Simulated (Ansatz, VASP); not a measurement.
# Cross-check of P2W between VASP and Ansatz, part 2 of 2

One calculation is typed for both programs; each brings its own data sets. How far apart do they land? The cell is taken from a series of runs on this material, whose earlier steps may have relaxed, scaled, displaced or heated it; both programs get it as it stands.

VASP 6.6.1 and Ansatz 0.2.0.

So far: The starting structure; Ansatz: relaxation of cell and atoms, LDA; VASP: relaxation of cell and atoms, LDA.

**3. VASP: relaxation of cell and atoms, LDA (continued)**

Level of this step: LDA; plane waves and PAW (P, W) (VASP).

Numbers of over 12 decimals in the logs are rounded to 6 here.

Parts of OUTCAR (step 3):

```text
ion  position               nearest neighbor table
   1  0.570  0.430  0.118-   3 2.15   5 2.46   5 2.46   6 2.47   6 2.47   2 2.91   2 2.91
   2  0.430  0.570  0.618-   4 2.15   6 2.46   6 2.46   5 2.47   5 2.47   1 2.91   1 2.91
   3  0.703  0.297  0.799-   1 2.15   5 2.47   6 2.47   6 2.47
   4  0.297  0.703  0.299-   2 2.15   6 2.47   5 2.47   5 2.47
   5  0.907  0.093  0.000-   1 2.46   1 2.46   3 2.47   2 2.47   2 2.47   4 2.47   4 2.47   6 3.21
                             6 3.21
   6  0.093  0.907  0.500-   2 2.46   2 2.46   4 2.47   1 2.47   1 2.47   3 2.47   3 2.47   5 3.21
                             5 3.21

  LATTYP: Found a base centered orthorhombic cell.
 ALAT       =     3.1364320000
 B/A-ratio  =     3.5310671489
 C/A-ratio  =     1.5720892403

 Subroutine GETGRP returns: Found  4 space group operations
 (whereof  2 operations were pure point group operations)

The static configuration has the point symmetry C_1h.
 The point group associated with its full space group is C_2v.

 Found    124 irreducible k-points:

   k-points           NKPTS =    124   k-points in BZ     NKDIM =    124   number of bands    NBANDS=     22

   dimension x,y,z NGX =    48 NGY =   48 NGZ =   40
   dimension x,y,z NGXF=    96 NGYF=   96 NGZF=   80

   ENCUT  =  600.0 eV  44.10 Ry    6.64 a.u.  11.49 11.49  9.85*2*pi/ulx,y,z

   NELECT =      32.0000    total number of electrons

 k-points in reciprocal lattice and weights: Automatic mesh
   0.00000000  0.00000000  0.00000000       0.002
   0.10000000  0.00000000  0.00000000       0.007
   0.20000000  0.00000000  0.00000000       0.007
   0.30000000 -0.00000000  0.00000000       0.007
   0.40000000  0.00000000  0.00000000       0.007
   0.50000000  0.00000000  0.00000000       0.003
   0.10000000  0.10000000  0.00000000       0.003
   0.20000000  0.10000000  0.00000000       0.007
   0.30000000  0.10000000  0.00000000       0.007
[...]
-0.40000000  0.40000000  0.50000000       0.003
   0.50000000  0.50000000  0.50000000       0.002

 average (electrostatic) potential at core
       1 -80.8365       2 -80.8365       3 -80.5506       4 -80.5506       5 -36.4023
       6 -36.4023

 E-fermi :   9.5212

 k-point     1 :       0.0000    0.0000    0.0000
  band No.  band energies     occupation
    ...
     12       6.9688      2.00000
     13       7.3311      2.00000
     14       7.9406      2.00000
     15       8.2328      2.00000
     16       8.6090      2.00000
     17       9.8188     -0.05638
     18      10.8794     -0.00000
     19      10.8996     -0.00000
     20      11.5777     -0.00000
     21      12.4360     -0.00000
    ...

 k-point     2 :       0.1000    0.0000    0.0000
  band No.  band energies     occupation
    ...
     12       6.9104      2.00000
     13       7.2054      2.00000
     14       7.8738      2.00000
     15       8.4062      2.00000
     16       8.8548      2.00003
     17      10.2022     -0.00002
     18      10.6447     -0.00000
     19      11.2506     -0.00000
     20      11.6764     -0.00000
     21      12.3307     -0.00000
    ...

 k-point     3 :       0.2000    0.0000    0.0000
  band No.  band energies     occupation
    ...
     12       6.6211      2.00000
     13       6.9197      2.00000
     14       7.4898      2.00000
     15       8.5580      2.00000
     16       9.3000      2.06587
     17      10.3261     -0.00000
     18      10.5556     -0.00000
     19      11.6695     -0.00000
     20      11.9586     -0.00000
     21      12.6397     -0.00000
    ...

  Total        0.0027373     -0.0017473     -0.0047237      0.0000000      0.0000000      0.0000000
  in kB        0.0512815     -0.0327350     -0.0884945      0.0000000      0.0000000      0.0000000
  external PRESSURE =      -0.0233160 kB  Pullay stress =       0.0000000 kB

  energy-cutoff  :      600.00
  volume of cell :       85.52
      direct lattice vectors                 reciprocal lattice vectors
     1.565885725 -5.541538728  0.000000000     0.319308103 -0.090227647  0.000000000
     1.565885725  5.541538728  0.000000000     0.319308103  0.090227647  0.000000000
     0.000000000  0.000000000  4.927809961     0.000000000  0.000000000  0.202929904

 POSITION                                       TOTAL-FORCE (eV/Angst)
 -----------------------------------------------------------------------------------
      1.56589     -0.77806      0.57755         0.000000      0.001431     -0.001194
      1.56589      0.77806      3.04145         0.000000     -0.001431     -0.001194
      1.56589     -2.24846      3.94069         0.000000     -0.003247      0.000148
      1.56589      2.24846      1.47678         0.000000      0.003247      0.000148
      1.56589     -4.50802      0.00057         0.000000      0.000921      0.001046
      1.56589      4.50802      2.46447         0.000000     -0.000921      0.001046
 -----------------------------------------------------------------------------------
    total drift:                                0.000000      0.000000      0.000360

  FREE ENERGIE OF THE ION-ELECTRON SYSTEM (eV)
  ---------------------------------------------------
  free  energy   TOTEN  =       -55.5525864038 eV

  energy  without entropy=      -55.5503833272  energy(sigma->0) =      -55.55185204

 reached required accuracy - stopping structural energy minimisation

 total charge
# of ion       s       p       d       tot
------------------------------------------
    1        1.029   1.489   0.000   2.518
    2        1.029   1.489   0.000   2.518
    3        1.036   1.478   0.000   2.514
    4        1.036   1.478   0.000   2.514
    5        0.571   0.695   4.488   5.754
    6        0.571   0.695   4.488   5.754
--------------------------------------------------
tot          5.272   7.323   8.977  21.572

[... 3 further parts left out ...]
```

CONTCAR:

```
P2W
   1.00000000000000
     1.5658857254761798   -5.5415387283776800    0.0000000000000000
     1.5658857254761798    5.5415387283776800    0.0000000000000000
     0.0000000000000000    0.0000000000000000    4.9278099614833355
  P               W
     4     2
Direct
     0.5702026341340543    0.4297973658659458    0.1172013316609056
     0.4297973658659458    0.5702026341340543    0.6172013316609056
     0.7028730724071103    0.2971269275928897    0.7996837523626426
     0.2971269275928897    0.7028730724071103    0.2996837523626425
     0.9067481256325240    0.0932518743674761    0.0001148314764519
     0.0932518743674761    0.9067481256325240    0.5001148314764519
```

The data set W keeps the semicore shell frozen, which is cheaper and a little less accurate. The run keeps the 4 symmetry operations of its start, so it cannot find a distortion of lower symmetry.

**4. Comparison**

Known differences besides the potentials themselves: the data sets hold 48 valence electrons in Ansatz (on its PAW soft_1 files) and 32 in VASP; the cutoff is 420 eV in Ansatz and 600 eV in VASP; VASP's log shows a relativistic correction to its local exchange, Ansatz's none; Ansatz adds a Pulay correction to the stress that steers its cell, VASP none. Total energies have different zeros and are not compared.

The two programs side by side:

```csv
quantity,Ansatz,VASP,difference
volume (Å³),85.62,85.52,+0.11 %
"edge a after relaxation, in the typed setting (Å)",5.758,5.758,+0.00 %
"edge c after relaxation, in the typed setting (Å)",4.930,4.928,+0.04 %
```

**5. Results**

```json
{
  "difference in volume (relaxation of cell and atoms, LDA)": "0.11 %"
}
```

The difference in volume is 0.11 % (relaxation of cell and atoms, LDA), within the 1.2 % picked in this series as the mark of a large difference, as far as the stopping tolerances let one tell. The data sets hold unlike numbers of valence electrons (48 in Ansatz and 32 in VASP), so part of the differences may come from the potentials. Such differences can come from data sets, numerical settings and the points named under the comparisons, not from the functional's error against experiment.

[Lines on the potential files, build, host, timing and source positions are cut from VASP's logs without a mark.]

[Logs are printed without paths, hosts, clocks, repeated set-up lines and the standing remarks that a program may print on its own settings, such as how far it seeks lower states.]

[Hosts, paths, dates, database ids (printed as entryN), source tags and the programs' standing remarks are cut or masked in the printed files.]
